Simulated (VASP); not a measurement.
These are PBEsol GGA, VASP's PBE PAW potentials (set 64) (plane waves; VASP) values and carry that method's errors.

A VASP calculation is set up with these files.

**INCAR**
```
SYSTEM=SrCl2
PREC=Accurate; ENCUT=400; LREAL=.FALSE.
LASPH=.TRUE.
EDIFF=1E-6; NELM=100; ALGO=Normal
LMAXMIX=4
ISMEAR=0; SIGMA=0.05
GGA=PS
IBRION=2; NSW=60; ISIF=3
EDIFFG=-0.02
LWAVE=.FALSE.; LCHARG=.FALSE.
```

**KPOINTS**
```
K-points
0
G
  5 5 5
0 0 0
```

**POSCAR**
```
SrCl2
1
   -0.0000000000     3.4601064369     3.4601064369
    3.4601064369    -0.0000000000     3.4601064369
    3.4601064369     3.4601064369     0.0000000000
Sr Cl
1 2
Direct
  0.0000000000   0.0000000000   1.0000000000
  0.2500000000   0.2500000000   0.2500000000
  0.7500000000   0.7500000000   0.7500000000
```

POTCAR, in this order: Sr_sv Cl (PBE.64 set). Program: vasp_std.

Output of the run:

**OSZICAR**
```
       N       E                     dE             d eps       ncg     rms          rms(c)
DAV:   1     0.141627220950E+03    0.14163E+03   -0.10267E+04   320   0.111E+03
DAV:   2    -0.552094827002E+01   -0.14715E+03   -0.14495E+03   424   0.234E+02
DAV:   3    -0.133290900890E+02   -0.78081E+01   -0.78015E+01   464   0.598E+01
DAV:   4    -0.135600431777E+02   -0.23095E+00   -0.23091E+00   528   0.906E+00
DAV:   5    -0.135622820287E+02   -0.22389E-02   -0.22382E-02   472   0.831E-01    0.148E+01
DAV:   6    -0.133349256363E+02    0.22736E+00   -0.57726E-01   432   0.439E+00    0.938E+00
DAV:   7    -0.133387215549E+02   -0.37959E-02   -0.35276E-01   464   0.380E+00    0.145E+00
DAV:   8    -0.133392013172E+02   -0.47976E-03   -0.53047E-02   392   0.133E+00    0.268E-01
DAV:   9    -0.133409991357E+02   -0.17978E-02   -0.19566E-03   440   0.288E-01    0.995E-02
DAV:  10    -0.133421138239E+02   -0.11147E-02   -0.99364E-04   400   0.178E-01    0.330E-02
DAV:  11    -0.133422320797E+02   -0.11826E-03   -0.13922E-04   448   0.607E-02    0.302E-02
DAV:  12    -0.133422450623E+02   -0.12983E-04   -0.21772E-05   384   0.242E-02    0.416E-03
DAV:  13    -0.133422469464E+02   -0.18841E-05   -0.28177E-06   408   0.947E-03    0.307E-03
DAV:  14    -0.133422471802E+02   -0.23384E-06   -0.71878E-07   296   0.473E-03
   1 F= -.13342247E+02 E0= -.13342247E+02  d E =-.133422E+02
```

### OUTCAR
```
------------------------ aborting loop because EDIFF is reached ----------------------------------------
  FORCE on cell =-STRESS in cart. coord.  units (eV):
  Direction    XX          YY          ZZ          XY          YZ          ZX
  --------------------------------------------------------------------------------------
  Total       -0.0380163     -0.0380163     -0.0380163      0.0000000     -0.0000000      0.0000000
  in kB       -0.7351613     -0.7351613     -0.7351613      0.0000000     -0.0000000      0.0000000
  external PRESSURE =      -0.7351613 kB  Pullay stress =       0.0000000 kB
  volume of cell :       82.85
      direct lattice vectors                 reciprocal lattice vectors
     0.000000000  3.460106437  3.460106437    -0.144504225  0.144504225  0.144504225
     3.460106437  0.000000000  3.460106437     0.144504225 -0.144504225  0.144504225
     3.460106437  3.460106437  0.000000000     0.144504225  0.144504225 -0.144504225
 POSITION                                       TOTAL-FORCE (eV/Angst)
 -----------------------------------------------------------------------------------
      0.00000      0.00000      0.00000         0.000000      0.000000     -0.000000
      1.73005      1.73005      1.73005        -0.000000     -0.000000     -0.000000
      5.19016      5.19016      5.19016         0.000000     -0.000000      0.000000
 -----------------------------------------------------------------------------------
    total drift:                                0.000000     -0.000000      0.000000
  FREE ENERGIE OF THE ION-ELECTRON SYSTEM (eV)
  ---------------------------------------------------
  free  energy   TOTEN  =       -13.3422471802 eV

  energy  without entropy=      -13.3422471802  energy(sigma->0) =      -13.34224718

 reached required accuracy - stopping structural energy minimisation
```
(Selected blocks of OUTCAR.)

The compound is SrCl2 in the fluorite structure. It was relaxed first. The start is the result of an earlier pass.
